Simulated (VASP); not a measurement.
The input files of a VASP run:

### KPOINTS
```
Automatic mesh
0
Gamma
6 6 4
0 0 0
```

POSCAR:
```
Te
1
    2.3344843598    -4.0434451954     0.0000000000
    2.3344843598     4.0434451954     0.0000000000
    0.0000000000     0.0000000000     6.1238075774
Te
3
Direct
  0.0000000000   0.2671591244   0.6666670000
  0.7328408756   0.7328408756   0.0000000000
  0.2671591244   0.0000000000   0.3333330000
```

**INCAR**
```
! general
SYSTEM  = Te
PREC    = Accurate
ENCUT   = 480
LREAL   = .FALSE.
LASPH   = .TRUE.

! electronic loop
EDIFF   = 1E-7
NELM    = 100
ALGO    = Normal
LMAXMIX = 4

! smearing
ISMEAR  = 0
SIGMA   = 0.05

! functional
GGA     = PE

! ions
ISIF    = 2

! output
LWAVE   = .FALSE.
LCHARG  = .FALSE.
```

POTCAR, in this order: Te (PBE.64 set). Program: vasp_std.

Question: Write an equivalent input for Quantum ESPRESSO's pw.x.

Answer: One equivalent input (not run):
```
&CONTROL
  calculation = 'scf'
  pseudo_dir = './pseudo'
  outdir = './out'
  tprnfor = .true.
  tstress = .true.
/
&SYSTEM
  ibrav = 0
  nat = 3
  ntyp = 1
  ecutwfc = 82.3
  occupations = 'smearing'
  smearing = 'gaussian'
  degauss = 0.003675
  input_dft = 'pbe'
/
&ELECTRONS
  conv_thr = 7.3e-09
  electron_maxstep = 100
/
ATOMIC_SPECIES
  Te 127.600 Te.upf
CELL_PARAMETERS angstrom
     2.3344844   -4.0434452    0.0000000
     2.3344844    4.0434452    0.0000000
     0.0000000    0.0000000    6.1238076
ATOMIC_POSITIONS crystal
  Te   0.0000000  0.2671591  0.6666670
  Te   0.7328409  0.7328409  0.0000000
  Te   0.2671591  0.0000000  0.3333330
K_POINTS automatic
  6 6 4 0 0 0
```
What does not carry over: the potentials are each code's own (VASP's PAW set, PseudoDojo norm-conserving files in pw.x), so ENCUT and ecutwfc are chosen apart and not converted; conv_thr bounds pw.x's estimated SCF error, while EDIFF bounds the energy change between steps.

The compound is Te in the trig structure. This cell was strained or had an atom moved on purpose.
